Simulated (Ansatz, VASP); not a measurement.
# Cross-check of TaN between VASP and Ansatz

One calculation is typed for both programs; each brings its own data sets. How far apart do they land? The structure shown is the end of the Ansatz relaxation below.

Main program and level: Ansatz 0.2.0; plane waves, with VASP 6.6.1 beside it; single point at LDA.

### 1. Set-up

Symmetry: P-6m2, No. 187, hexagonal system. Conventional cell: a = 2.799 Å, b = 2.799 Å, c = 2.766 Å, α = 90.00°, β = 90.00°, γ = 120.00°. N has 6 Ta at 2.13 Å nearest. Ta has 6 N at 2.13 Å nearest. Farther neighbours and most contacts between anions are not listed.

### 2. Ansatz: relaxation, LDA

Ansatz runs on its PAW soft_1 files.

This run makes the geometry at which the two programs are then compared.

File input.yaml:

```yaml
crystal:
  lattice:
    - [2.8008958742, 0.0, 0.0]
    - [-1.4004479371, 2.4256469804, 0.0]
    - [0.0, 0.0, 2.7637247183]
  atoms:
    - { symbol: "N", position: [0.6666666667, 0.3333333333, 0.0] }
    - { symbol: Ta, position: [0.0, 0.0, 0.5] }
kpoints:
  mp_grid: { grid: [18, 18, 16] }
hamiltonian:
  xc: lda
  pseudopotentials: { kind: paw, azcp: { folder: soft_1 }, xc_functional: pbe }
scf:
  occupations: { method: methfessel_paxton, width: 0.2 }
output:
  forces: true
  stress: true
  eigenvalues: true
relax:
  adjacent_minimum: "off"
  f_tol: 0.001
  max_steps: 60
  cell: { stress_tol: 0.01, fix: [volume] }
```

The run is started by

```sh
> ansatz run input.yaml --threads 4 --pin off --max-ram 10240MiB --backend cpu --events-out ev --progress --plain --runs-dir out
```

Numbers of over 12 decimals in the logs are rounded to 6 here.

Log:

```text
Engine: ansatz 0.2.0, aarch64-unknown-linux-gnu
Pseudopotentials: kind: paw
Pseudopotential: N, paw, valence charge 5, recommended cutoff 420 eV (normal), soft_1/N.paw.azcp
Pseudopotential: Ta, paw, valence charge 13, recommended cutoff 420 eV (normal), soft_1/Ta.paw.azcp
Functional definition: SPW92
  exchange = slater_x
  correlation = pw_c
Crystal: 2 atoms, lattice volume = 18.777 Å³
Basis set: ecut = 420 eV, 393 PW (Γ)
Bands: 13, of which v1, the nominal top of the filled ones, is band 9 counted from 1 (8 counted from 0)
Symmetry: 12 space group operations
Space group: P-6m2 (ITA 187), of the structure as read, at distance tolerance 2.7e-5 Å
k-points: 333 of 5184 (time reversal used)
Non-local potential: N, projectors of the file, l = 0: 2, l = 1: 2, l = 2: 1
Non-local potential: Ta, projectors of the file, l = 0: 3, l = 1: 2, l = 2: 2, l = 3: 1
PAW form: soft (Blöchl's): semilocal exchange-correlation on the pseudo side does not see the compensation charge
PAW frozen core: N, regenerated for the run's functional, and the local potential with it (the file was generated under x = pbe(κ = 0.804, μ = 0.219515), c = pbe(β = 0.066725))
PAW frozen core: Ta, regenerated for the run's functional, and the local potential with it (the file was generated under x = pbe(κ = 0.804, μ = 0.219515), c = pbe(β = 0.066725))
PAW one-centre angular grid: N, 110 points (default); XC on 64 Gauss nodes
PAW one-centre angular grid: Ta, 590 points (default); XC on 64 Gauss nodes
Initial density: superposition of atomic densities (chi_scale 0.1, normalization cell, long waves kept (reshape's long-wave potential 0.00 eV rms))
Initial wavefunctions: pseudopotential atomic-orbital guess
Functional: x = slater, c = lda
SCF iter   1: F=—  HF=-10059.822053 eV  |F-HF|=—  |Δ(HF+E_count)|=         —  Δρ=5.74e-2  dr2=4.08e-1  ethr=3.10e-3  ⟨swp⟩=5.0  Hψ=21376  notcnv=0
preconditioner: auto → none  [metal: Δε(μ)=0.084 eV  Ē_g=12.451 eV  σ=0.200 eV  W_gap=0.34  n_scr=8 (ndim 8)  ℏωp=27.1 eV  f_vac=0.000  D(μ)=0.08/eV (n_scr^D=0)  sad-step TF]
SCF iter   2: F=—  HF=-10059.771719 eV  |F-HF|=—  |Δ(HF+E_count)|=   5.03e-2  S|Δr|=    0.00e0  Δρ=3.53e-2  dr2=1.59e-1  ethr=2.27e-3  ⟨swp⟩=1.0  Hψ=6993  notcnv=0
SCF iter   3: F=—  HF=-10059.735288 eV  |F-HF|=—  |Δ(HF+E_count)|=   3.64e-2  S|Δr|=    0.00e0  Δρ=1.96e-3  dr2=3.81e-4  ethr=8.83e-4  ⟨swp⟩=2.1  Hψ=5996  notcnv=0
SCF iter   4: F=—  HF=-10059.735253 eV  |F-HF|=—  |Δ(HF+E_count)|=   3.48e-5  S|Δr|=    0.00e0  Δρ=3.97e-4  dr2=2.70e-5  ethr=2.12e-6  ⟨swp⟩=2.4  Hψ=7166  notcnv=0
SCF iter   5: F=—  HF=-10059.735245 eV  |F-HF|=—  |Δ(HF+E_count)|=   8.35e-6  S|Δr|=    0.00e0  Δρ=4.37e-5  dr2=8.39e-8  ethr=5.56e-10  ⟨swp⟩=5.9  Hψ=26496  notcnv=0
SCF iter   6: F=-10059.735245 eV  HF=-10059.735245 eV  |F-HF|=1.45e-9  |Δ(HF+E_count)|=   2.67e-8  S|Δr|=    0.00e0  Δρ=5.30e-6  dr2=2.43e-9  ethr=4.66e-10  ⟨swp⟩=3.0  Hψ=14715  notcnv=0
SCF 1 converged in 6 iterations: F = -10059.735245 eV  dr2 = 2.43e-9
  greatest PAW one-centre occupation: 0.999 electrons in one spin orbital (limit 2), on the Ta atom at site 1 (counted from 0), in its partial waves of l = 0
relax step   1: F+E_penalty+E_count = -10059.73524460 eV  Δ(F+E_penalty+E_count) = +0.000e0 eV  max|allowed force component| = 9.252e-17 eV/Å  Δτ_max = 0.0000 Å  P = +50.173 GPa  Ω = 18.777 Å³  fix = [volume]  reactions: volume +50.173 GPa  (6 SCF iters, dr2 threshold 1.00e-7 eV, accepted)
[...]
relax step   2: F+E_penalty+E_count = -10059.73517754 eV  Δ(F+E_penalty+E_count) = +6.706e-5 eV  max|allowed force component| = 1.758e-16 eV/Å  Δτ_max = 0.0000 Å  P = +50.040 GPa  Ω = 18.777 Å³  energy of the carried Pulay correction = -2.477e-6 eV  fix = [volume]  (3 SCF iters, dr2 threshold 2.00e-7 eV, rejected (line search))
[...]
relax step   3: F+E_penalty+E_count = -10059.73531594 eV  Δ(F+E_penalty+E_count) = -7.134e-5 eV  max|allowed force component| = 3.701e-17 eV/Å  Δτ_max = 0.0000 Å  P = +50.116 GPa  Ω = 18.777 Å³  energy of the carried Pulay correction = -1.044e-6 eV  fix = [volume]  reactions: volume +50.116 GPa  (6 SCF iters, accepted)
[...]
relax step   4: F+E_penalty+E_count = -10059.73531936 eV  Δ(F+E_penalty+E_count) = -3.424e-6 eV  max|allowed force component| = 5.551e-17 eV/Å  Δτ_max = 0.0000 Å  P = +50.116 GPa  Ω = 18.777 Å³  fix = [volume]  reactions: volume +50.116 GPa  stress off target by 2.66e-3 GPa on what of the cell is left free  SCF on the basis re-selected at this cell (its energy is not comparable with the rows above)  (4 SCF iters)
basis re-selected at this cell: Δ(F+E_penalty+E_count) = -3.424e-6 eV, ΔP = +0.000 GPa vs the last step (what re-selecting the basis moved, of the pressure what is left beyond the Pulay correction that the steps carried, after the strain that the cell walked since its last selection, with what the two solves' SCF thresholds leave and, on support functions, any second-order correction that the steps lacked; it is no m [...]
SCF converged after 4 iterations
Stability not checked: this state was not tested for a lower state beside it, because cold or Methfessel-Paxton smearing, or corrected tetrahedra, fill the levels in a way that the test cannot read (fill_not_monotonic; see scf.lower_state_search)
Free energy (F): -10059.735319 eV
Harris-Foulkes:  -10059.735319 eV  (|F-HF|=3.64e-12)
Internal energy: -10059.735922 eV  (E = F + TS)
E sigma→0 (E₀):  -10059.735470 eV
Entropy (-TS):   0.000603 eV (0.301 meV/atom)
Fermi energy:    22.956941 eV
Step filling:    the computed levels leave a gap of 0.0254 eV = 0.1 smearing widths at the electron count; against every level under it full and every level over it empty, smearing changes F+E_penalty+E_count by +0.085 meV and its σ→0 estimate by -0.065 meV
--- Per-component energies (eV) ---
  E_band       = -4.564748
  E_kinetic    = 535.509611
  E_local      = -501.218579  (includes V_loc(G=0)·N_el)
  E_nonlocal   = 31.217989
  E_hartree    = 187.630448
  E_xc         = -382.385101
  E_vxc        = -315.380415  (∫ρ·V_xc dr)
  E_paw        = -8177.784172  (= ΣΔE_a)
  E_vpaw       = -129.955122  (= ΣTr[D̂ρ^β])
  E_aug_tail   = 0.000875  (compensation charges beyond the density's cutoff)
  E_ewald      = -1753.046034
  E_core_change = 0.339041  (= ΣΔE_core)
  E_smearing   = 0.000603  (= −TS)
  E_closure    = 0.000000  (closes the sum)
  Σ components = -10059.735319   (vs F -10059.735319, Δ=0.00e0)
--- Forces (eV/Å), atoms counted from 1 ---
  atom   1  N     -0.00000000    -0.00000000     0.00000000
  atom   2  Ta    -0.00000000    -0.00000000     0.00000000
  max |Σ_I F_I| component: 3.33e-16 eV/Å
--- Stress (GPa, compression-positive) ---
       50.114595       0.000000      -0.000000
        0.000000      50.114595      -0.000000
       -0.000000      -0.000000      50.118582
  P = ⅓ Tr σ = 50.1159 GPa (501.159 kbar)
--- Band table (eV; the first three rows and the last of 333) ---
  k-point 0: bands = [... 5 lower, 17.8565, 17.8565, 18.0856, 19.9108, 26.4044, 27.1753, 27.1753, 27.7551]
  k-point 1: bands = [... 5 lower, 17.8535, 17.8938, 17.8938, 20.1143, 26.4722, 26.4722, 26.5265, 28.2834]
  k-point 2: bands = [... 5 lower, 17.2563, 18.0012, 18.0012, 20.6633, 25.5175, 25.5175, 26.8659, 28.7017]
  k-point 332: bands = [... 5 lower, 13.5165, 16.0031, 19.0925, 22.7623, 28.8003, 29.0718, 30.9870, 31.8336]
--- Relaxed structure (3 steps of the walk, 2 accepted, 1 SCFs on fresh bases) ---
  F+E_penalty+E_count = -10059.73531936 eV   max|allowed force component| = 5.551e-17 eV/Å   (the final SCF, on the basis selected at the relaxed cell)
  cell:  # Å, volume = 18.7767 Å³
    - [2.799494, 0.0, 0]
    - [-1.399747, 2.424433, 0]
    - [0, 0.0, 2.766493]
  atoms:
    - { symbol: N, position: [0.666667, 0.333333, 0] }
    - { symbol: Ta, position: [-3.700743415524894e-17, 0, 0.5] }
```

### 3. VASP: single point, LDA, pair 1

The same cell, functional (in two slightly different forms), mesh and smearing now go to VASP, with its own data sets.

Lines of VASP's logs that name or quote its potential files are left out, and so is its time.

File INCAR:

```
SYSTEM = TaN
PREC = Accurate
ENCUT = 600
EDIFF = 1E-06
NELM = 120
ISMEAR = 1
SIGMA = 0.2
LREAL = .FALSE.
ALGO = Normal
GGA = PW92
NBANDS = 14
LASPH = .TRUE.
LORBIT = 11
LWAVE = .FALSE.
LCHARG = .FALSE.
ISIF = 2
GGA_COMPAT = .FALSE.
KPAR = 2
```

File POSCAR:

```
TaN
1.0
    2.7994941954      0.0000000000      0.0000000000
   -1.3997470977      2.4244330910      0.0000000000
    0.0000000000      0.0000000000      2.7664929499
N Ta
1 1
Direct
    0.6666666667      0.3333333333      0.0000000000
    0.0000000000      1.0000000000      0.5000000000
```

File KPOINTS:

```
Automatic mesh
0
Gamma
18 18 16
0 0 0
```

The projector-augmented-wave data sets are N and Ta_pv (LDA family, release 64).

The run is started by

```sh
> mpirun -np 2 vasp_std
```

Log:

```text
[banner, memory and clock lines left out]
running    2 mpi-ranks, on    1 nodes
 distrk:  each k-point on    1 cores,    2 groups
 distr:  one band on    1 cores,    1 groups

 POSCAR found type information on POSCAR N Ta
 POSCAR found :  2 types and       2 ions
|                                                                             |
|               ----> ADVICE to this user running VASP <----                  |
|                                                                             |
|     You enforced a specific xc type in the INCAR file but a different       |
|     [... a line on the potential file left out ...]
|     I HOPE YOU KNOW WHAT YOU ARE DOING!                                     |
|                                                                             |

 LDA part: xc-table for (Slater(with rela. corr.)+PW92), standard interpolation
 POSCAR, INCAR and KPOINTS ok, starting setup
 FFT: planning ... GRIDC
 FFT: planning ... GRID_SOFT
 FFT: planning ... GRID
 WAVECAR not read
 entering main loop
       N       E                     dE             d eps       ncg     rms          rms(c)
DAV:   1     0.101652839428E+03    0.10165E+03   -0.98720E+03  9332   0.136E+03
DAV:   2    -0.237335630361E+02   -0.12539E+03   -0.11904E+03 11226   0.341E+02
DAV:   3    -0.269048356553E+02   -0.31713E+01   -0.31556E+01 10620   0.511E+01
DAV:   4    -0.269178659656E+02   -0.13030E-01   -0.13028E-01 11586   0.358E+00
DAV:   5    -0.269179499625E+02   -0.83997E-04   -0.83996E-04 10860   0.264E-01    0.308E+01
DAV:   6    -0.244745016948E+02    0.24434E+01   -0.42912E+00 11130   0.254E+01    0.136E+01
DAV:   7    -0.244311377771E+02    0.43364E-01   -0.61418E-01 11538   0.576E+00    0.862E+00
DAV:   8    -0.244050939073E+02    0.26044E-01   -0.11924E-01 11658   0.274E+00    0.159E+00
DAV:   9    -0.243969802117E+02    0.81137E-02   -0.16460E-02 10866   0.106E+00    0.157E-01
DAV:  10    -0.243969942846E+02   -0.14073E-04   -0.85295E-04 10560   0.364E-01    0.105E-01
DAV:  11    -0.243968987117E+02    0.95573E-04   -0.18240E-04 10476   0.131E-01    0.938E-03
DAV:  12    -0.243968993365E+02   -0.62481E-06   -0.10669E-05 10632   0.311E-02    0.310E-03
DAV:  13    -0.243968993270E+02    0.95579E-08   -0.40349E-08  5772   0.205E-03
   1 F= -.24396899E+02 E0= -.24397092E+02  d E =0.576923E-03
```

Parts of OUTCAR (step 3):

```text
ion  position               nearest neighbor table
   1  0.667  0.333  0.000-   2 2.13   2 2.13   2 2.13   2 2.13   2 2.13   2 2.13
   2  0.000  0.000  0.500-   1 2.13   1 2.13   1 2.13   1 2.13   1 2.13   1 2.13

  LATTYP: Found a hexagonal cell.
 ALAT       =     2.7994941954
 C/A-ratio  =     0.9882117114

 Subroutine GETGRP returns: Found 12 space group operations
 (whereof 12 operations were pure point group operations)

The static configuration has the point symmetry D_3h.

 Found    333 irreducible k-points:

   k-points           NKPTS =    333   k-points in BZ     NKDIM =    333   number of bands    NBANDS=     14

   dimension x,y,z NGX =    24 NGY =   24 NGZ =   24
   dimension x,y,z NGXF=    48 NGYF=   48 NGZF=   48

   ENCUT  =  600.0 eV  44.10 Ry    6.64 a.u.   5.59  5.59  5.53*2*pi/ulx,y,z

   NELECT =      16.0000    total number of electrons

 k-points in reciprocal lattice and weights: Automatic mesh
   0.00000000  0.00000000  0.00000000       0.000
   0.05555556  0.00000000  0.00000000       0.001
   0.11111111  0.00000000  0.00000000       0.001
   0.16666667  0.00000000  0.00000000       0.001
   0.22222222  0.00000000  0.00000000       0.001
   0.27777778  0.00000000  0.00000000       0.001
   0.33333333  0.00000000  0.00000000       0.001
   0.38888889  0.00000000  0.00000000       0.001
   0.44444444  0.00000000  0.00000000       0.001
[...]
0.33333333  0.27777778  0.50000000       0.002
   0.33333333  0.33333333  0.50000000       0.000

 average (electrostatic) potential at core
       1 -60.0288       2 -33.4507

 E-fermi :   9.6173

 k-point     1 :       0.0000    0.0000    0.0000
  band No.  band energies     occupation
    ...
      4      -8.9475      2.00000
      5       4.5165      2.00000
      6       4.5165      2.00000
      7       4.7280      2.00000
      8       6.5978      2.00000
      9      13.1453     -0.00000
     10      13.8518      0.00000
     11      13.8518      0.00000
     12      14.3979      0.00000
     13      14.3979      0.00000
    ...

 k-point     2 :       0.0556    0.0000    0.0000
  band No.  band energies     occupation
    ...
      4      -8.8608      2.00000
      5       4.2755      2.00000
      6       4.5812      2.00000
      7       4.8754      2.00000
      8       6.4741      2.00000
      9      13.4024     -0.00000
     10      13.6976      0.00000
     11      13.8604      0.00000
     12      14.3540      0.00000
     13      14.5051      0.00000
    ...

 k-point     3 :       0.1111    0.0000    0.0000
  band No.  band energies     occupation
    ...
      4      -8.6124      2.00000
      5       3.7557      2.00000
      6       4.7653      2.00000
      7       5.1745      2.00000
      8       6.1391      2.00000
      9      13.2183     -0.00000
     10      13.8986      0.00000
     11      14.1636      0.00000
     12      14.2300      0.00000
     13      14.7794      0.00000
    ...

  Total        6.1538056      6.1538056      6.1869118      0.0000000      0.0000000      0.0000000
  in kB      525.0915333    525.0915333    527.9164158      0.0000000      0.0000000      0.0000000
  external PRESSURE =     526.0331608 kB  Pullay stress =       0.0000000 kB

  energy-cutoff  :      600.00
  volume of cell :       18.78
      direct lattice vectors                 reciprocal lattice vectors
     2.799494195  0.000000000  0.000000000     0.357207385  0.206233780  0.000000000
    -1.399747098  2.424433091  0.000000000     0.000000000  0.412467559  0.000000000
     0.000000000  0.000000000  2.766492950     0.000000000  0.000000000  0.361468479

 POSITION                                       TOTAL-FORCE (eV/Angst)
 -----------------------------------------------------------------------------------
      1.39975      0.80814      0.00000         0.000000      0.000000      0.000000
      0.00000      0.00000      1.38325        -0.000000     -0.000000      0.000000
 -----------------------------------------------------------------------------------
    total drift:                               -0.000000      0.000000      0.000000

  FREE ENERGIE OF THE ION-ELECTRON SYSTEM (eV)
  ---------------------------------------------------
  free  energy   TOTEN  =       -24.3968993270 eV

  energy  without entropy=      -24.3974762501  energy(sigma->0) =      -24.39709163

 total charge
# of ion       s       p       d       tot
------------------------------------------
    1        1.225   2.587   0.000   3.812
    2        0.346   6.358   2.700   9.403
--------------------------------------------------
tot          1.571   8.945   2.700  13.216

[... 3 further parts left out ...]
```

The run ends at a pressure of 52.60 GPa.

### 4. Comparison

Known differences besides the potentials themselves: the data sets hold 18 valence electrons in Ansatz (on its PAW soft_1 files) and 16 in VASP; the cutoff is 420 eV in Ansatz and 600 eV in VASP; VASP's log shows a relativistic correction to its local exchange, Ansatz's none; Ansatz's pressure holds a Pulay correction, VASP's none. Total energies have different zeros and are not compared.

Compared:

```
      quantity  Ansatz   VASP  difference
pressure (GPa)   50.12  52.60       -2.49
```

### 5. Ansatz: relaxation, LDA

This run makes the geometry at which the two programs are then compared. The cell compared in this pair holds 19.19 Å³, against 18.78 Å³ for the pair before.

The structure compared here is the end of the Ansatz relaxation.

input.yaml, as its differences from that of step 2:

```diff
@@ -2,5 +2,5 @@
   lattice:
-    - [2.8008958742, 0.0, 0.0]
-    - [-1.4004479371, 2.4256469804, 0.0]
-    - [0.0, 0.0, 2.7637247183]
+    - [2.8228650142, 0.0, 0.0]
+    - [-1.4114325071, 2.4446728137, 0.0]
+    - [0.0, 0.0, 2.7813382341]
   atoms:
```

The run is started by

```sh
> ansatz run input.yaml --threads 4 --pin off --max-ram 10240MiB --backend cpu --events-out ev --progress --plain --runs-dir out
```

Log:

```text
[...]
Crystal: 2 atoms, lattice volume = 19.194 Å³
Basis set: ecut = 420 eV, 393 PW (Γ)
Bands: 13, of which v1, the nominal top of the filled ones, is band 9 counted from 1 (8 counted from 0)
Symmetry: 12 space group operations
[...]
k-points: 333 of 5184 (time reversal used)
[...]
k-point 332: bands = [... 5 lower, 13.1846, 15.5274, 18.5497, 22.2008, 28.0266, 28.3559, 30.2292, 31.0737]
--- Relaxed structure (3 steps of the walk, 2 accepted, 1 SCFs on fresh bases) ---
[...]
cell:  # Å, volume = 19.1940 Å³
    - [2.821491, 0.0, 0.0]
    - [-1.410746, 2.443483, 0.0]
    - [0.0, 0.0, 2.784047]
  atoms:
    - { symbol: N, position: [0.666667, 0.333333, 0.0] }
    - { symbol: Ta, position: [-3.700743415524894e-17, 0, 0.5] }
[key lines of the parts left out:]
SCF converged after 4 iterations
Free energy (F): -10059.849619 eV
Fermi energy:    22.388474 eV
P = ⅓ Tr σ = 37.8737 GPa (378.737 kbar)
```

### 6. VASP: single point, LDA, pair 2

The same cell, functional (in two slightly different forms), mesh and smearing now go to VASP, with its own data sets.

INCAR is that of step 3.

File POSCAR:

```
TaN
1.0
    2.8214914365      0.0000000000      0.0000000000
   -1.4107457182      2.4434832605      0.0000000000
    0.0000000000      0.0000000000      2.7840469534
N Ta
1 1
Direct
    0.6666666667      0.3333333333      0.0000000000
    0.0000000000      1.0000000000      0.5000000000
```

KPOINTS is that of step 3.

The run is started by

```sh
> mpirun -np 2 vasp_std
```

Log:

```text
[banner, memory and clock lines left out]
running    2 mpi-ranks, on    1 nodes
[...]
[... a notice as in an earlier step ...]

 LDA part: xc-table for (Slater(with rela. corr.)+PW92), standard interpolation
 POSCAR, INCAR and KPOINTS ok, starting setup
[...]
entering main loop
       N       E                     dE             d eps       ncg     rms          rms(c)
DAV:   1     0.101592791502E+03    0.10159E+03   -0.98315E+03  9324   0.135E+03
DAV:   2    -0.238268670923E+02   -0.12542E+03   -0.11880E+03 11262   0.341E+02
DAV:   3    -0.270229662223E+02   -0.31961E+01   -0.31803E+01 10560   0.509E+01
DAV:   4    -0.270367564600E+02   -0.13790E-01   -0.13788E-01 11664   0.366E+00
[...]
DAV:  10    -0.245179424643E+02    0.53083E-04   -0.80863E-04 10968   0.347E-01    0.108E-01
DAV:  11    -0.245178712412E+02    0.71223E-04   -0.13307E-04 10620   0.110E-01    0.827E-03
DAV:  12    -0.245178718089E+02   -0.56764E-06   -0.77875E-06 10698   0.263E-02
   1 F= -.24517872E+02 E0= -.24518110E+02  d E =0.713637E-03
```

Parts of OUTCAR (step 6):

```text
  Total        4.7989837      4.7989837      4.8279924      0.0000000      0.0000000      0.0000000
  in kB      400.5854704    400.5854704    403.0069141      0.0000000      0.0000000      0.0000000
  external PRESSURE =     401.3926183 kB  Pullay stress =       0.0000000 kB

 POSITION                                       TOTAL-FORCE (eV/Angst)
 -----------------------------------------------------------------------------------
      1.41075      0.81449      0.00000         0.000000      0.000000      0.000000
      0.00000      0.00000      1.39202         0.000000      0.000000      0.000000
 -----------------------------------------------------------------------------------
    total drift:                               -0.000000      0.000000      0.000000

  FREE ENERGIE OF THE ION-ELECTRON SYSTEM (eV)
  ---------------------------------------------------
  free  energy   TOTEN  =       -24.5178718089 eV

  energy  without entropy=      -24.5185854455  energy(sigma->0) =      -24.51810969

[... 1 part as in an earlier step ...]

[... 2 further parts left out ...]
[key lines of the parts left out:]
E-fermi :   9.3339
```

The run ends at a pressure of 40.14 GPa.

(Continued in part 2 of 2.)

[Lines on the potential files, build, host, timing and source positions are cut from VASP's logs without a mark.]

[Logs are printed without paths, hosts, clocks, repeated set-up lines and the standing remarks that a program may print on its own settings, such as how far it seeks lower states.]

[Hosts, paths, dates, database ids (printed as entryN), source tags and the programs' standing remarks are cut or masked in the printed files.]
